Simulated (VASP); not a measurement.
Energy against volume of PtAl2 (fluorite). These are optB86b-vdW, VASP's PBE PAW potentials (set 64) (plane waves; VASP 6.6.1) values and carry that method's errors. Run with 520 eV cut-off, 9×9×9 Γ-centred mesh, first-order Methfessel-Paxton smearing of 0.10 eV, potentials Al Pt.

| V (Å³/atom) | E (eV/atom) |
|---|---|
| 16.783 | -3.82387 |
| 17.302 | -3.83068 |
| 17.821 | -3.82434 |
| 18.341 | -3.80684 |

Fit these four points and predict the energy of the run at 16.264 Å³/atom.

A cubic in V^(−2/3), the third-order Birch-Murnaghan form, passes through the four points with V0 = 17.30 Å³/atom and B0 = 135 GPa, and gives -3.8015 eV/atom there. The run gave -3.8016 eV/atom, -0.1 meV/atom from the fit; all five points give B0 = 135 GPa.

The compound is PtAl2 in the fluorite structure. It was relaxed first.
